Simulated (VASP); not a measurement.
An input for Quantum ESPRESSO's pw.x (written as the equivalent of a VASP run, and not itself run):

```
&CONTROL
  calculation = 'vc-relax'
  pseudo_dir = './pseudo'
  outdir = './out'
  tprnfor = .true.
  tstress = .true.
  nstep = 40
  forc_conv_thr = 0.00039
/
&SYSTEM
  ibrav = 0
  nat = 2
  ntyp = 1
  ecutwfc = 84
  occupations = 'smearing'
  smearing = 'methfessel-paxton'
  degauss = 0.00735
  input_dft = 'pbe'
/
&ELECTRONS
  conv_thr = 7.3e-09
  electron_maxstep = 100
/
&IONS
/
&CELL
  press = 10
/
ATOMIC_SPECIES
  Ru 101.070 Ru.upf
CELL_PARAMETERS angstrom
     1.3595950   -2.3548878    0.0000000
     1.3595950    2.3548878    0.0000000
     0.0000000    0.0000000    4.2855854
ATOMIC_POSITIONS crystal
  Ru   0.3333330  0.6666670  0.2500000
  Ru   0.6666670  0.3333330  0.7500000
K_POINTS automatic
  14 14 8 0 0 0
```

Translate this input to VASP (INCAR, KPOINTS, POSCAR, choice of POTCAR).

One answer among several that fit: 
**INCAR**
```
SYSTEM = Ru
PREC = Accurate
ENCUT = 480
EDIFF = 1E-7
NELM = 100
ALGO = Normal
LREAL = .FALSE.
LASPH = .TRUE.
ISMEAR = 1
SIGMA = 0.1
GGA = PE
LMAXMIX = 4
LWAVE = .FALSE.
LCHARG = .FALSE.
ISIF = 3
IBRION = 2
NSW = 40
EDIFFG = -0.01
PSTRESS = 10
```

**KPOINTS**
```
Automatic
0
gamma
14 14 8
```

File POSCAR:
```
Ru
1
    1.3595950304    -2.3548878277     0.0000000000
    1.3595950304     2.3548878277     0.0000000000
    0.0000000000     0.0000000000     4.2855853732
Ru
2
Direct
  0.3333330000   0.6666670000   0.2500000000
  0.6666670000   0.3333330000   0.7500000000
```

POTCAR, in this order: Ru_pv (PBE.64 set). Program: vasp_std.

Limits of the translation: the potentials are each code's own (VASP's PAW set, PseudoDojo norm-conserving files in pw.x), so ENCUT and ecutwfc are chosen apart and not converted; conv_thr bounds pw.x's estimated SCF error, while EDIFF bounds the energy change between steps; forc_conv_thr acts on force components and is met together with etot_conv_thr.

The compound is Ru in the hcp structure. It was relaxed first under an external pressure of 1 GPa.
